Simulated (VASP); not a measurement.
```xyz
2
Lattice="2.9900 0.0000 0.0000 0.0000 2.9900 0.0000 0.0000 0.0000 2.9900" Properties=species:S:1:pos:R:3 pbc="T T T"
Al     1.4950     1.4950     1.4950
Ru     0.0000     0.0000     0.0000
```

Level of theory: AM05 GGA, VASP's PBE PAW potentials (set 64) (plane waves; VASP 6.6.1). Numerical set-up: 520 eV cut-off, 11×11×11 Γ-centred mesh, first-order Methfessel-Paxton smearing of 0.10 eV, potentials Al Ru_pv.

The ions, cell shape and volume are relaxed. Which structure does the run end with?

```xyz
2
Lattice="2.9735 0.0000 0.0000 0.0000 2.9735 0.0000 0.0000 0.0000 2.9735" Properties=species:S:1:pos:R:3 pbc="T T T"
Al     1.4868     1.4868     1.4868
Ru     0.0000     0.0000     0.0000
```
Space group Pm-3m (221), at a tolerance of 0.03 Å.

How do energy and volume change from the first to the last step?

The energy (σ→0) changes by -2.5 meV/atom and the volume by -1.6 %, in 3 ionic steps.

```csv
step,E(σ→0) (eV),max force (eV/Å),pressure (GPa),volume (Å³)
1,-15.1530,0.000,-3.54,26.73
2,-15.1450,0.000,6.19,25.60
3,-15.1579,0.000,-0.03,26.29
```

The compound is RuAl in the CsCl type structure. This run relaxes it. Symmetry was kept, so distortions that lower it aren't found. The electron count is odd and the run is not spin-polarised, which forces a metal.
